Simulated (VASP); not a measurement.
K:

```
CELL_PARAMETERS angstrom
4.65494 0.00000 0.00000
-2.32747 4.03130 0.00000
0.00000 0.00000 15.20303
ATOMIC_POSITIONS crystal
K 0.00000 0.00000 0.00000
K 0.00000 0.00000 0.50000
K 0.33333 0.66667 0.25000
K 0.66667 0.33333 0.75000
```

The cell was built by a generator and needn't be a form met in nature.

| Item | Value |
| --- | --- |
| Program | VASP 6.6.1 |
| Task | relaxation of cell and atoms |
| Functional | LDA |
| Potentials or basis | VASP PAW LDA potentials, release 64 (K_sv) |
| Cutoff | 600 eV |
| k mesh | 8 × 8 × 2 |
| Occupations | fermi-dirac, width 0.1 eV |
| Spin | no spin polarisation |

At the start: pressure -0.4 GPa; volume 71.32 Å³/atom.

Q: Where does the relaxation end?

A: Over 4 steps the energy falls by 8.6 meV/atom and the volume is 64.44 Å³/atom (-9.6 %); space group P6_3/mmc (No. 194, to 0.05 Å).

Step by step:
| step | energy change (eV) | largest force (eV/Å) | pressure (GPa) | volume (Å³) |
| --- | --- | --- | --- | --- |
| 1 | 0.0000 | 0.0000 | -0.37 | 285.29 |
| 2 | -0.0142 | 0.0000 | -0.30 | 278.52 |
| 3 | -0.0335 | 0.0000 | -0.07 | 262.08 |
| 4 | -0.0345 | 0.0000 | 0.00 | 257.77 |

Final structure:
```cif
data_structure
_symmetry_space_group_name_H-M 'P 1'
_symmetry_Int_Tables_number 1
_cell_length_a 4.5022
_cell_length_b 4.5022
_cell_length_c 14.6841
_cell_angle_alpha 90.000
_cell_angle_beta 90.000
_cell_angle_gamma 120.000
_cell_volume 257.77
loop_
_atom_site_label
_atom_site_type_symbol
_atom_site_fract_x
_atom_site_fract_y
_atom_site_fract_z
_atom_site_occupancy
K1 K 0.00000 0.00000 0.00000 1
K2 K 0.00000 0.00000 0.50000 1
K3 K 0.33333 0.66667 0.25000 1
K4 K 0.66667 0.33333 0.75000 1
```
